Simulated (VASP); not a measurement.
Input for VASP

**POSCAR**
```
AgBr
1.0
  0.0000000000   3.0548137539   3.0548137539
  3.0548137539   0.0000000000   3.0548137539
  3.0548137539   3.0548137539   0.0000000000
Ag Br
1 1
Direct
  0.0000000000   0.0000000000   0.0000000000
  0.5000000000   0.5000000000   0.5000000000
```

**KPOINTS**
```
Automatic mesh
0
Gamma
8 8 8
0 0 0
```

INCAR:
```
ALGO = Normal
EDIFF = 1E-7
ENCUT = 520
GGA = RP
ISIF = 2
ISMEAR = 0
LASPH = .TRUE.
LCHARG = .FALSE.
LMAXMIX = 4
LREAL = .FALSE.
LWAVE = .FALSE.
NELM = 100
PREC = Accurate
SIGMA = 0.05
SYSTEM = AgBr
```

POTCAR, in this order: Ag Br (PBE.64 set). Program: vasp_std.

Q: Write an equivalent input for Quantum ESPRESSO's pw.x.

A: One equivalent input (not run):
```
&CONTROL
  calculation = 'scf'
  pseudo_dir = './pseudo'
  outdir = './out'
  tprnfor = .true.
  tstress = .true.
/
&SYSTEM
  ibrav = 0
  nat = 2
  ntyp = 2
  ecutwfc = 82
  occupations = 'smearing'
  smearing = 'gaussian'
  degauss = 0.003675
  input_dft = 'rpbe'
/
&ELECTRONS
  conv_thr = 7.3e-09
  electron_maxstep = 100
/
ATOMIC_SPECIES
  Ag 107.868 Ag.upf
  Br 79.904 Br.upf
CELL_PARAMETERS angstrom
     0.0000000    3.0548138    3.0548138
     3.0548138    0.0000000    3.0548138
     3.0548138    3.0548138    0.0000000
ATOMIC_POSITIONS crystal
  Ag   0.0000000  0.0000000  0.0000000
  Br   0.5000000  0.5000000  0.5000000
K_POINTS automatic
  8 8 8 0 0 0
```
What does not carry over: the potentials are each code's own (VASP's PAW set, PseudoDojo norm-conserving files in pw.x), so ENCUT and ecutwfc are chosen apart and not converted; conv_thr bounds pw.x's estimated SCF error, while EDIFF bounds the energy change between steps.

The compound is AgBr in the rock salt structure. This cell is one point of a volume scan, at 1.06 of the reference volume.
